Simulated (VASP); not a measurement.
Here is a VASP 6.6.1 calculation.

File INCAR:

```
SYSTEM = YbB2
  ALGO = Normal
  EDIFF = 1E-7
  ENCUT = 520
  GGA = PE
  ISIF = 2
  ISMEAR = 1
  LASPH = .TRUE.
  LCHARG = .TRUE.
  LELF = .TRUE.
  LREAL = .FALSE.
  LVHAR = .TRUE.
  LWAVE = .FALSE.
  NBANDS = 22
  NELM = 100
  PREC = Accurate
  SIGMA = 0.05
```

KPOINTS

```
k-points
0
G
  10 10 7
  0 0 0
```

File POSCAR:

```
YbB2
1.0
    3.2503000000      0.0000000000      0.0000000000
   -1.6251500000      2.8148420000      0.0000000000
    0.0000000000      0.0000000000      3.7315000000
Yb B
1 2
Direct
    0.0000000000      0.0000000000      0.0000000000
    0.3333333333      0.6666666667      0.5000000000
    0.6666666667      0.3333333333      0.5000000000
```

Potentials or basis: VASP PAW PBE potentials, release 64 (Yb, B).

Run with:

```bash
$ cat potpaw_PBE.64/Yb/POTCAR potpaw_PBE.64/B/POTCAR > POTCAR
$ mpirun -np 1 vasp_std > vasp.out
```

Question: Estimate the band gap on the k mesh.

Answer: None (metal or under the smearing width).

Question: What does it give for the pressure?

Answer: 2.5 GPa.

Stress tensor (GPa, compression positive):
```
-0.27  0.00  0.00
 0.00 -0.27  0.00
 0.00  0.00  7.95
```

Caveat: without U or exact exchange the open f shell lies at the Fermi level, which spoils levels, moments and volumes. The run has no spin-orbit coupling, so splittings on Yb are missing.
